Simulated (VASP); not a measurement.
Computed with PBE GGA, VASP's PBE PAW potentials (set 64) (plane waves; VASP).

VASP input:

INCAR:
```
SYSTEM = Ga
PREC = Accurate; ENCUT = 400; LREAL = .FALSE.
LASPH = .TRUE.; KSPACING = 0.4; KGAMMA = .TRUE.
EDIFF = 1E-6; NELM = 100; ALGO = Normal
LMAXMIX = 4
ISMEAR = 1; SIGMA = 0.1
GGA = PE
ISIF = 2
LWAVE = .FALSE.; LCHARG = .FALSE.
```

**POSCAR**
```
Ga
1.0
  2.2570970000  -3.7779720000   0.0000000000
  2.2570970000   3.7779720000   0.0000000000
  0.0000000000   0.0000000000   4.4722770000
Ga
4
direct
  0.1549000000   0.8451000000   0.9190000000
  0.3451000000   0.6549000000   0.4190000000
  0.6549000000   0.3451000000   0.5810000000
  0.8549790000   0.1647790000   0.0810000000
```

POTCAR, in this order: Ga_d (PBE.64 set). Program: vasp_std.

What VASP printed:

**OSZICAR**
```
       N       E                     dE             d eps       ncg     rms          rms(c)
DAV:   1     0.326872173998E+03    0.32687E+03   -0.22887E+04  3215   0.276E+03
DAV:   2     0.251143374475E+02   -0.30176E+03   -0.29669E+03  3288   0.507E+02
DAV:   3    -0.107502988865E+02   -0.35865E+02   -0.35583E+02  3631   0.142E+02
DAV:   4    -0.117247908298E+02   -0.97449E+00   -0.97247E+00  3453   0.277E+01
DAV:   5    -0.117464295183E+02   -0.21639E-01   -0.21635E-01  3888   0.412E+00    0.258E+00
DAV:   6    -0.116646114741E+02    0.81818E-01   -0.21796E-01  3739   0.669E+00    0.142E+00
DAV:   7    -0.116483304861E+02    0.16281E-01   -0.63812E-02  4446   0.293E+00    0.316E-01
DAV:   8    -0.116471158621E+02    0.12146E-02   -0.15084E-02  3512   0.152E+00    0.491E-02
DAV:   9    -0.116472608357E+02   -0.14497E-03   -0.11471E-03  3653   0.974E-01    0.261E-02
DAV:  10    -0.116472875918E+02   -0.26756E-04   -0.25747E-04  3632   0.479E-01    0.127E-02
DAV:  11    -0.116472983036E+02   -0.10712E-04   -0.11148E-04  4970   0.112E-01    0.474E-03
DAV:  12    -0.116472989714E+02   -0.66775E-06   -0.10152E-05  3477   0.810E-02    0.193E-03
DAV:  13    -0.116472989166E+02    0.54768E-07   -0.18225E-06  2197   0.448E-02
   1 F= -.11647299E+02 E0= -.11646596E+02  d E =-.210780E-02
```

### OUTCAR
```
------------------------ aborting loop because EDIFF is reached ----------------------------------------
  FORCE on cell =-STRESS in cart. coord.  units (eV):
  Direction    XX          YY          ZZ          XY          YZ          ZX
  --------------------------------------------------------------------------------------
  Total        1.1388483      2.1707987      1.3924903      0.0866906     -0.0035250      0.1034956
  in kB       23.9226234     45.5997525     29.2506219      1.8210202     -0.0740454      2.1740270
  external PRESSURE =      32.9243326 kB  Pullay stress =       0.0000000 kB
  volume of cell :       76.27
      direct lattice vectors                 reciprocal lattice vectors
     2.257097000 -3.777972000  0.000000000     0.221523488 -0.132346137  0.000000000
     2.257097000  3.777972000  0.000000000     0.221523488  0.132346137  0.000000000
     0.000000000  0.000000000  4.472277000     0.000000000  0.000000000  0.223599746
 POSITION                                       TOTAL-FORCE (eV/Angst)
 -----------------------------------------------------------------------------------
      2.25710      2.60756      4.11002         0.030382     -0.215836     -0.076884
      2.25710      1.17042      1.87388         0.124015      0.223287     -0.068824
      2.25710     -1.17042      2.59839        -0.049683     -0.224884      0.074032
      2.30169     -2.60756      0.36225        -0.104714      0.217433      0.071676
 -----------------------------------------------------------------------------------
    total drift:                               -0.000154     -0.000090      0.000303
  FREE ENERGIE OF THE ION-ELECTRON SYSTEM (eV)
  ---------------------------------------------------
  free  energy   TOTEN  =       -11.6472989166 eV

  energy  without entropy=      -11.6451911162  energy(sigma->0) =      -11.64659632
```
(Selected blocks of OUTCAR.)

File OUTCAR:
```
 val. band max:        5.2366281436   @ k =  -0.2000   0.2000   0.5000

 cond. band min:       5.2511902901   @ k =   0.0000   0.0000   0.5000


 Fermi energy:         5.2462286756

 k-point     1 :       0.0000    0.0000    0.0000
  band No.  band energies     occupation
      1      -9.9217      2.00000
      2      -9.9113      2.00000
      3      -9.8992      2.00000
      4      -9.8736      2.00000
      5      -9.8271      2.00000
      6      -9.8071      2.00000
      7      -9.7474      2.00000
      8      -9.6924      2.00000
      9      -9.6778      2.00000
     10      -9.6535      2.00000
     11      -9.6430      2.00000
     12      -9.6342      2.00000
     13      -9.6283      2.00000
     14      -9.5907      2.00000
     15      -9.5663      2.00000
     16      -9.5070      2.00000
     17      -9.4539      2.00000
     18      -9.4295      2.00000
     19      -9.4209      2.00000
     20      -9.3190      2.00000
     21      -5.9448      2.00000
     22       1.0147      2.00000
     23       1.5800      2.00000
     24       3.4745      2.00000
     25       3.5136      2.00000
     26       4.5245      2.00000
     27       6.1270     -0.00000
     28       6.2508     -0.00000
     29       6.3746     -0.00000
     30      10.4230      0.00000
     31      10.7687      0.00000

 k-point     2 :       0.2000   -0.0000    0.0000
  band No.  band energies     occupation
      1      -9.9201      2.00000
      2      -9.9067      2.00000
      3      -9.8982      2.00000
      4      -9.8869      2.00000
      5      -9.8147      2.00000
      6      -9.7866      2.00000
      7      -9.7636      2.00000
      8      -9.7524      2.00000
      9      -9.7024      2.00000
     10      -9.6798      2.00000
     11      -9.6309      2.00000
     12      -9.5981      2.00000
     13      -9.5929      2.00000
     14      -9.5743      2.00000
     15      -9.5404      2.00000
     16      -9.4809      2.00000
     17      -9.4613      2.00000
...
```

The compound is Ga in the alpha structure. The cell was not relaxed at this level, atoms are displaced from their ideal sites. The run is one of a series of settings (KGAMMA = .TRUE., KSPACING = 0.4, KPOINTS file removed against the base run), some of them coarse on purpose.
